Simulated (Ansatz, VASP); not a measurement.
# Cs3SiPt: VASP beside Ansatz

```
Cs Si Pt
1.0
     7.75907    0.00000    0.00000
    -3.87953    6.71955    0.00000
     0.00000    0.00000    4.59339
Cs Si Pt
3 1 1
Direct
  0.50000 0.00000 0.00000
  0.00000 0.50000 0.00000
  0.50000 0.50000 0.00000
  0.00000 0.00000 0.50000
  0.00000 0.00000 0.00000
```

Alike in both runs: functional PBE; k mesh 3 × 3 × 4; occupations gaussian, width 0.1 eV; no spin polarisation.

Ansatz relaxed the structure, and its values are those at the end. VASP's run is a single point on that final structure, the one shown.

|  | VASP | Ansatz |
| --- | --- | --- |
| version | VASP 6.6.1 | Ansatz 0.2.0 |
| potentials or method | VASP PAW PBE potentials, release 64 (Cs_sv, Si, Pt) | scalar-relativistic, plane waves, PAW |
| plane-wave cutoff (eV) | 520 | 420 |
| valence electrons in the cell | 41 | 49 |

```csv
,VASP,Ansatz,Ansatz less VASP
gap on the k mesh at the Fermi level (eV),none,none,-
pressure (GPa),0.1,0.1,-0.02
```

A gap of «none» marks a metal or a gap that the smearing closes. The two sets of potentials don't hold the same shells in valence.

The runs have no spin-orbit coupling, so splittings on Cs, Pt are missing.
